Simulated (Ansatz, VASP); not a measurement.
## KCl (Sylvite) in two plane-wave programs

Wanted: the spread between two codes on one cell, functional and k mesh. The cell is taken from a series of runs on this material, whose earlier steps may have relaxed, scaled, displaced or heated it; both programs get it as it stands.

Method: plane waves, with VASP 6.6.1 beside it; relaxation of cell and atoms at PBE, in Ansatz 0.2.0.

**1. The starting structure**

The structure is cubic, space group Fm-3m (No. 225). Conventional cell: a = 6.378 Å, b = 6.378 Å, c = 6.378 Å, α = 90.00°, β = 90.00°, γ = 90.00°. Nearest to K lie 6 Cl at 3.19 Å. Nearest to Cl lie 6 K at 3.19 Å. Farther neighbours and most contacts between anions are not listed.

Coordinates:

```xyz
2
Lattice="0.0000 3.1892 3.1892 3.1892 0.0000 3.1892 3.1892 3.1892 0.0000" Properties=species:S:1:pos:R:3 pbc="T T T"
K     0.0000    0.0000    0.0000
Cl    3.1892    3.1892    3.1892
```

**2. VASP: relaxation of cell and atoms, PBE**

The relaxed volume is the usual yardstick between codes: in a stiff, nearly cubic crystal its relative difference is about their pressure difference at one cell divided by the bulk modulus.

Lines of VASP's logs that name or quote its potential files are left out, and so is its time.

INCAR reads:

```
SYSTEM = KCl
PREC = Accurate
ENCUT = 500
EDIFF = 1E-07
NELM = 120
ISMEAR = 0
SIGMA = 0.01
LREAL = .FALSE.
ALGO = Normal
GGA = PE
NBANDS = 14
LORBIT = 11
LWAVE = .FALSE.
LCHARG = .FALSE.
ISIF = 3
IBRION = 2
NSW = 80
EDIFFG = -0.005
LASPH = .TRUE.
GGA_COMPAT = .FALSE.
NELMIN = 4
EFERMI = MIDGAP
```

POSCAR reads:

```
KCl
1.0
    0.0000000000      3.1891820000      3.1891820000
    3.1891820000      0.0000000000      3.1891820000
    3.1891820000      3.1891820000      0.0000000000
K Cl
1 1
Direct
    0.0000000000      0.0000000000      0.0000000000
    0.5000000000      0.5000000000      0.5000000000
```

KPOINTS reads:

```
Automatic mesh
0
Gamma
8 8 8
0 0 0
```

The projector-augmented-wave data sets are K_sv and Cl (PBE family, release 64).

The run is started by

```sh
mpirun -np 1 vasp_std
```

Numbers of over 12 decimals in the logs are rounded to 6 here.

Log:

```text
[banner, memory and clock lines left out]
running    1 mpi-ranks, on    1 nodes
 distrk:  each k-point on    1 cores,    1 groups
 distr:  one band on    1 cores,    1 groups

 POSCAR found type information on POSCAR K Cl
 POSCAR found :  2 types and       2 ions
 LDA part: xc-table for (Slater+PW92), standard interpolation
 POSCAR, INCAR and KPOINTS ok, starting setup
 FFT: planning ... GRIDC
 FFT: planning ... GRID_SOFT
 FFT: planning ... GRID
 WAVECAR not read
 entering main loop
       N       E                     dE             d eps       ncg     rms          rms(c)
DAV:   1     0.999567057045E+02    0.99957E+02   -0.69123E+03   812   0.983E+02
DAV:   2    -0.722410034973E+00   -0.10068E+03   -0.93312E+02  1082   0.245E+02
DAV:   3    -0.686486287170E+01   -0.61425E+01   -0.61075E+01  1088   0.534E+01
DAV:   4    -0.711261231678E+01   -0.24775E+00   -0.24764E+00  1348   0.945E+00
DAV:   5    -0.711399113072E+01   -0.13788E-02   -0.13788E-02  1088   0.793E-01    0.316E+00
DAV:   6    -0.681287526976E+01    0.30112E+00   -0.48060E-01   998   0.348E+00    0.259E+00
DAV:   7    -0.679655541089E+01    0.16320E-01   -0.11340E-01  1070   0.190E+00    0.151E+00
DAV:   8    -0.680921421271E+01   -0.12659E-01   -0.18276E-02  1042   0.104E+00    0.179E-01
DAV:   9    -0.681009346225E+01   -0.87925E-03   -0.11810E-03  1072   0.222E-01    0.104E-01
DAV:  10    -0.681073383126E+01   -0.64037E-03   -0.67793E-04   848   0.173E-01    0.211E-02
DAV:  11    -0.681073937391E+01   -0.55426E-05   -0.27138E-05  1130   0.300E-02    0.975E-03
DAV:  12    -0.681074255034E+01   -0.31764E-05   -0.58816E-06   902   0.160E-02    0.363E-03
DAV:  13    -0.681074270751E+01   -0.15717E-06   -0.63720E-07   938   0.563E-03    0.665E-04
DAV:  14    -0.681074279512E+01   -0.87615E-07   -0.64701E-08   904   0.181E-03
   1 F= -.68107428E+01 E0= -.68107428E+01  d E =-.681074E+01
 curvature:   0.00 expect dE= 0.000E+00 dE for cont linesearch  0.000E+00
 trial: gam= 0.00000 g(F)=  0.104E-59 g(S)=  0.113E-04 ort = 0.000E+00 (trialstep = 0.100E+01)
 search vector abs. value=  0.113E-04
 bond charge predicted
       N       E                     dE             d eps       ncg     rms          rms(c)
DAV:   1    -0.681083798189E+01   -0.95274E-04   -0.18492E-03  1022   0.380E-01    0.620E-02
DAV:   2    -0.681076839078E+01    0.69591E-04   -0.16909E-04  1068   0.104E-01    0.225E-02
DAV:   3    -0.681075352032E+01    0.14870E-04   -0.44318E-05  1442   0.495E-02    0.168E-02
DAV:   4    -0.681075233408E+01    0.11862E-05   -0.17097E-06  1506   0.706E-03    0.843E-03
DAV:   5    -0.681075102847E+01    0.13056E-05   -0.14721E-06  1474   0.572E-03    0.140E-03
DAV:   6    -0.681075104308E+01   -0.14604E-07   -0.35181E-08   588   0.186E-03
   2 F= -.68107510E+01 E0= -.68107510E+01  d E =-.824795E-05
 trial-energy change:   -0.000008  1 .order   -0.000008   -0.000011   -0.000005
 step:   1.7639(harm=  1.7639)  dis= 0.00000  next Energy=    -6.810753 (dE=-0.999E-05)
 reached required accuracy - stopping structural energy minimisation
```

From OUTCAR (step 2):

```text
ion  position               nearest neighbor table
   1  0.000  0.000  0.000-   2 3.19   2 3.19   2 3.19   2 3.19   2 3.19   2 3.19
   2  0.500  0.500  0.500-   1 3.19   1 3.19   1 3.19   1 3.19   1 3.19   1 3.19

  LATTYP: Found a face centered cubic cell.
 ALAT       =     6.3783640000

 Subroutine GETGRP returns: Found 48 space group operations
 (whereof 48 operations were pure point group operations)

The static configuration has the point symmetry O_h .

 Found     29 irreducible k-points:

   k-points           NKPTS =     29   k-points in BZ     NKDIM =     29   number of bands    NBANDS=     14

   dimension x,y,z NGX =    36 NGY =   36 NGZ =   36
   dimension x,y,z NGXF=    72 NGYF=   72 NGZF=   72

   ENCUT  =  500.0 eV  36.75 Ry    6.06 a.u.   8.22  8.22  8.22*2*pi/ulx,y,z

   NELECT =      16.0000    total number of electrons

 k-points in reciprocal lattice and weights: Automatic mesh
   0.00000000  0.00000000  0.00000000       0.002
   0.12500000  0.00000000  0.00000000       0.016
   0.25000000  0.00000000  0.00000000       0.016
   0.37500000  0.00000000  0.00000000       0.016
   0.50000000  0.00000000  0.00000000       0.008
   0.12500000  0.12500000  0.00000000       0.012
   0.25000000  0.12500000  0.00000000       0.047
   0.37500000  0.12500000  0.00000000       0.047
   0.50000000  0.12500000  0.00000000       0.047
[...]
-0.37500000  0.50000000  0.12500000       0.023
  -0.25000000  0.50000000  0.25000000       0.012

 average (electrostatic) potential at core
       1 -36.5748       2 -94.5107

 E-fermi :   0.5223

 k-point     1 :       0.0000    0.0000    0.0000
  band No.  band energies     occupation
    ...
      4     -12.7620      2.00000
      5     -12.7620      2.00000
      6      -2.0012      2.00000
      7      -2.0012      2.00000
      8      -2.0012      2.00000
      9       3.0458      0.00000
     10       6.3528      0.00000
     11       6.3528      0.00000
     12       6.3528      0.00000
     13       7.2068      0.00000
    ...

 k-point     2 :       0.1250    0.0000    0.0000
  band No.  band energies     occupation
    ...
      4     -12.7633      2.00000
      5     -12.7267      2.00000
      6      -2.1781      2.00000
      7      -2.0467      2.00000
      8      -2.0467      2.00000
      9       3.4056      0.00000
     10       6.2318      0.00000
     11       6.5403      0.00000
     12       6.5403      0.00000
     13       7.4050      0.00000
    ...

 k-point     3 :       0.2500    0.0000    0.0000
  band No.  band energies     occupation
    ...
      4     -12.7662      2.00000
      5     -12.6465      2.00000
      6      -2.5486      2.00000
      7      -2.1526      2.00000
      8      -2.1526      2.00000
      9       4.2664      0.00000
     10       6.1136      0.00000
     11       7.0728      0.00000
     12       7.0728      0.00000
     13       7.9517      0.00000
    ...

  Total        0.0054174      0.0054174      0.0054174      0.0000000      0.0000000     -0.0000000
  in kB        0.1336723      0.1336723      0.1336723      0.0000000      0.0000000     -0.0000000
  external PRESSURE =       0.1336723 kB  Pullay stress =       0.0000000 kB

  energy-cutoff  :      500.00
  volume of cell :       64.93
      direct lattice vectors                 reciprocal lattice vectors
     0.000000000  3.190144319  3.190144319    -0.156732721  0.156732721  0.156732721
     3.190144319  0.000000000  3.190144319     0.156732721 -0.156732721  0.156732721
     3.190144319  3.190144319  0.000000000     0.156732721  0.156732721 -0.156732721

 POSITION                                       TOTAL-FORCE (eV/Angst)
 -----------------------------------------------------------------------------------
      3.19014      3.19014      6.38029        -0.000000      0.000000     -0.000000
      3.19014      3.19014      3.19014         0.000000      0.000000      0.000000
 -----------------------------------------------------------------------------------
    total drift:                                0.000000      0.000000      0.000000

  FREE ENERGIE OF THE ION-ELECTRON SYSTEM (eV)
  ---------------------------------------------------
  free  energy   TOTEN  =        -6.8107510431 eV

  energy  without entropy=       -6.8107510431  energy(sigma->0) =       -6.81075104

 reached required accuracy - stopping structural energy minimisation

 total charge
# of ion       s       p       d       tot
------------------------------------------
    1        1.956   5.581   0.022   7.559
    2        1.588   3.565   0.000   5.153
--------------------------------------------------
tot          3.544   9.146   0.022  12.712

[... 3 further parts left out ...]
```

CONTCAR:

```
KCl
   1.00000000000000
     0.0000000000000000    3.1901443191054115    3.1901443191054115
     3.1901443191054115    0.0000000000000000    3.1901443191054115
     3.1901443191054115    3.1901443191054115    0.0000000000000000
  K               Cl
     1     1
Direct
     1.0000000000000000    1.0000000000000000    0.0000000000000000
     0.5000000000000000    0.5000000000000000    0.5000000000000000
```

The run keeps the 48 symmetry operations of its start, so it cannot find a distortion of lower symmetry.

**3. Ansatz: relaxation of cell and atoms, PBE**

Ansatz runs on its default PAW (the set named soft_2) files.

The same cell, functional and mesh now go to Ansatz, which takes its cutoff from its data sets.

input.yaml reads:

```yaml
crystal:
  lattice:
    - [0.0, 3.1891817143, 3.1891817143]
    - [3.1891817143, 0.0, 3.1891817143]
    - [3.1891817143, 3.1891817143, 0.0]
  atoms:
    - { symbol: K, position: [0.0, 0.0, 0.0] }
    - { symbol: Cl, position: [0.5, 0.5, 0.5] }
kpoints:
  mp_grid: { grid: [8, 8, 8] }
hamiltonian:
  xc: pbe
scf:
  occupations: { method: fixed }
output:
  forces: true
  stress: true
  eigenvalues: true
relax:
  adjacent_minimum: "off"
  f_tol: 0.001
  max_steps: 60
  cell: { stress_tol: 0.01 }
```

The run is started by

```sh
ansatz run input.yaml --threads 4 --pin off --max-ram 16384MiB --backend cpu --events-out ev --progress --plain --runs-dir out
```

Log:

```text
Engine: ansatz 0.2.0, x86_64-unknown-linux-gnu
Pseudopotentials: kind: paw
Pseudopotential: K, paw, valence charge 9, recommended cutoff 420 eV (normal), K.paw.azcp
Pseudopotential: Cl, paw, valence charge 7, recommended cutoff 420 eV (normal), Cl.paw.azcp
Functional definition: PBE
  parameter kappa = 0.804
  parameter beta = 0.066725
  exchange = pbe_x(kappa = kappa, mu = beta*pi^2/3)
  correlation = pbe_c(beta = beta)
Crystal: 2 atoms, lattice volume = 64.874 Å³
Basis set: ecut = 420 eV, 1243 PW (Γ), exchange–correlation on 64×64×64 points (8 copies of the dense FFT grid, shifted against one another)
Bands: 12, of which v1, the nominal top of the filled ones, is band 8 counted from 1 (7 counted from 0)
Symmetry: 48 space group operations
Space group: Fm-3m (ITA 225), of the structure as read, at distance tolerance 4.0e-5 Å
k-points: 29 of 512
Non-local potential: K, projectors of the file, l = 0: 3, l = 1: 2, l = 2: 2
Non-local potential: Cl, projectors of the file, l = 0: 2, l = 1: 2, l = 2: 2
PAW form: soft (Blöchl's): semilocal exchange-correlation on the pseudo side does not see the compensation charge
PAW one-centre angular grid: K, 110 points (default); XC on 64 Gauss nodes
PAW one-centre angular grid: Cl, 110 points (default); XC on 64 Gauss nodes
Initial density: superposition of atomic densities (neutral atoms: chi_scale 0, normalization atom), corrected by the library's trained network
Initial wavefunctions: pseudopotential atomic-orbital guess
Functional: x = pbe(κ = 0.804, μ = 0.219515), c = pbe(β = 0.066725)
SCF iter   1: F=—  HF=-2621.226242 eV  |F-HF|=—  |Δ(HF+E_count)|=         —  Δρ=2.35e-4  dr2=2.97e-5  ethr=1.77e-3  ⟨swp⟩=4.8  Hψ=1883  notcnv=0  defer=48
preconditioner: auto → none  [insulator: Δε(μ)=5.043 eV  Ē_g=15.184 eV  n_scr=14 (ndim 8)  ℏωp=17.2 eV  f_vac=0.097  ε∞_Penn≈2.3]
SCF iter   2: F=—  HF=-2621.226101 eV  |F-HF|=—  |Δ(HF+E_count)|=   1.41e-4  Δρ=1.93e-4  dr2=3.15e-5  ethr=1.85e-7  ⟨swp⟩=3.1  Hψ=977  notcnv=0  defer=56
SCF iter   3: F=—  HF=-2621.226098 eV  |F-HF|=—  |Δ(HF+E_count)|=   3.42e-6  Δρ=5.37e-5  dr2=7.93e-7  ethr=1.85e-7  ⟨swp⟩=2.0  Hψ=519  notcnv=0  defer=56
SCF iter   4: F=—  HF=-2621.226100 eV  |F-HF|=—  |Δ(HF+E_count)|=   2.68e-6  Δρ=2.40e-5  dr2=1.77e-7  ethr=4.96e-9  ⟨swp⟩=2.0  Hψ=459  notcnv=0  defer=56
iter 5 did not close the SCF: its close was put off for the readings that it lacked (scf_convergence_deferred on its scf_iter line)
SCF iter   5: F=-2621.226101 eV  HF=-2621.226101 eV  |F-HF|=8.48e-9  |Δ(HF+E_count)|=   8.91e-7  Δρ=3.16e-6  dr2=6.46e-9  ethr=1.10e-9  ⟨swp⟩=2.0  Hψ=551  notcnv=0  defer=56
SCF iter   6: F=-2621.226101 eV  HF=-2621.226101 eV  |F-HF|=7.28e-12  |Δ(HF+E_count)|=   1.26e-8  Δρ=2.45e-7  dr2=4.23e-11  ethr=4.04e-11  ⟨swp⟩=5.8  Hψ=2011  notcnv=0
SCF 1 converged in 6 iterations: F = -2621.226101 eV  dr2 = 4.23e-11
  greatest PAW one-centre occupation: 0.987 electrons in one spin orbital (limit 2), on the K atom at site 0 (counted from 0), in its partial waves of l = 0
relax step   1: F+E_penalty+E_count = -2621.22610127 eV  Δ(F+E_penalty+E_count) = +0.000e0 eV  max|allowed force component| = 6.574e-30 eV/Å  Δτ_max = 0.0000 Å  P = +0.025 GPa  Ω = 64.874 Å³  (6 SCF iters, dr2 threshold 1.00e-7 eV, accepted)
[...]
relax step   2: F+E_penalty+E_count = -2621.22610662 eV  Δ(F+E_penalty+E_count) = -5.351e-6 eV  max|allowed force component| = 1.749e-29 eV/Å  Δτ_max = 0.0000 Å  P = +0.013 GPa  Ω = 64.922 Å³  energy of the carried Pulay correction = -3.389e-7 eV  (4 SCF iters, dr2 threshold 1.57e-9 eV, accepted)
[...]
relax step   3: F+E_penalty+E_count = -2621.22610835 eV  Δ(F+E_penalty+E_count) = -1.727e-6 eV  max|allowed force component| = 1.643e-30 eV/Å  Δτ_max = 0.0000 Å  P = +0.000 GPa  Ω = 64.973 Å³  energy of the carried Pulay correction = -7.023e-7 eV  (4 SCF iters, dr2 threshold 4.20e-10 eV, accepted)
[...]
relax step   4: F+E_penalty+E_count = -2621.22610909 eV  Δ(F+E_penalty+E_count) = -7.394e-7 eV  max|allowed force component| = 4.774e-30 eV/Å  Δτ_max = 0.0000 Å  P = +0.000 GPa  Ω = 64.973 Å³  stress off target by 5.98e-5 GPa  SCF on the basis re-selected at this cell (its energy is not comparable with the rows above)  (6 SCF iters)
basis re-selected at this cell: Δ(F+E_penalty+E_count) = -7.394e-7 eV, ΔP = +0.000 GPa vs the last step (what re-selecting the basis moved, of the pressure what is left beyond the Pulay correction that the steps carried, after the strain that the cell walked since its last selection, with what the two solves' SCF thresholds leave and, on support functions, any second-order correction that the steps lacked; it is no m [...]
SCF converged after 6 iterations
Free energy (F): -2621.226109 eV
Harris-Foulkes:  -2621.226109 eV  (|F-HF|=9.09e-13)
Internal energy: -2621.226109 eV  (E = F + TS)
E sigma→0 (E₀):  -2621.226109 eV
Fermi energy:    0.581132 eV
--- Per-component energies (eV) ---
  E_band       = -136.446830
  E_kinetic    = 415.791850
  E_local      = -853.256570  (includes V_loc(G=0)·N_el)
  E_nonlocal   = 41.007128
  E_hartree    = 286.811283
  E_xc         = -243.070206
  E_vxc        = -287.877506  (∫ρ·V_xc dr)
  E_paw        = -1441.148352  (= ΣΔE_a)
  E_vpaw       = -25.734373  (= ΣTr[D̂ρ^β])
  E_aug_tail   = 0.000086  (compensation charges beyond the density's cutoff)
  E_ewald      = -827.361327
  E_smearing   = -0.000000  (= −TS)
  E_closure    = 0.000000  (closes the sum)
  Σ components = -2621.226109   (vs F -2621.226109, Δ=0.00e0)
--- Forces (eV/Å), atoms counted from 1 ---
  atom   1  K     -0.00000000     0.00000000     0.00000000
  atom   2  Cl     0.00000000    -0.00000000    -0.00000000
  max |Σ_I F_I| component: 8.86e-30 eV/Å
--- Stress (GPa, compression-positive) ---
        0.000060      -0.000000      -0.000000
       -0.000000       0.000060      -0.000000
       -0.000000      -0.000000       0.000060
  P = ⅓ Tr σ = 0.0001 GPa (0.001 kbar)
--- Band table (eV; the first three rows and the last of 29) ---
  k-point 0: bands = [... 4 lower, -10.1753, 0.5811, 0.5811, 0.5811, 5.6282, 8.9180, 8.9180, 8.9180]
  k-point 1: bands = [... 4 lower, -10.1402, 0.4046, 0.5357, 0.5357, 5.9876, 8.7988, 9.1040, 9.1040]
  k-point 2: bands = [... 4 lower, -10.0605, 0.0349, 0.4297, 0.4297, 6.8471, 8.6835, 9.6315, 9.6315]
  k-point 28: bands = [... 4 lower, -10.0944, 0.1314, 0.1314, 0.1326, 8.5443, 8.5443, 9.8280, 10.2459]
--- Relaxed structure (3 steps of the walk, 3 accepted, 1 SCFs on fresh bases) ---
  F+E_penalty+E_count = -2621.22610909 eV   max|allowed force component| = 4.774e-30 eV/Å   (the final SCF, on the basis selected at the relaxed cell)
  cell:  # Å, volume = 64.9730 Å³
    - [0, 3.190811, 3.190811]
    - [3.190811, 0, 3.190811]
    - [3.190811, 3.190811, 0]
  atoms:
    - { symbol: K, position: [0, 0, 0] }
    - { symbol: Cl, position: [0.5, 0.5, 0.5] }
```

**4. Side by side**

Known differences besides the potentials themselves: fixed occupations in Ansatz, narrow Gaussian smearing in VASP; the cutoff is 420 eV in Ansatz and 500 eV in VASP; Ansatz adds a Pulay correction to the stress that steers its cell, VASP none. Total energies have different zeros and are not compared.

Both answers:

| quantity | Ansatz | VASP | difference |
| --- | --- | --- | --- |
| volume (Å³) | 64.97 | 64.93 | +0.06 % |
| edge a after relaxation, in the typed setting (Å) | 4.513 | 4.511 | +0.02 % |

**5. What came out**

```yaml
difference_in_volume_relaxation_of_cell_and_atoms_pbe: 0.063 %
```

**Reading.** The difference in volume is 0.063 % (relaxation of cell and atoms, PBE), within the 1.2 % picked in this series as the mark of a large difference, as far as the stopping tolerances let one tell. 2 further runs of this series are not shown here. Such differences can come from data sets, numerical settings and the points named under the comparisons, not from the functional's error against experiment.

[Lines on the potential files, build, host, timing and source positions are cut from VASP's logs without a mark.]

[Logs are printed without paths, hosts, clocks, repeated set-up lines and the standing remarks that a program may print on its own settings, such as how far it seeks lower states.]

[Hosts, paths, dates, database ids (printed as entryN), source tags and the programs' standing remarks are cut or masked in the printed files.]
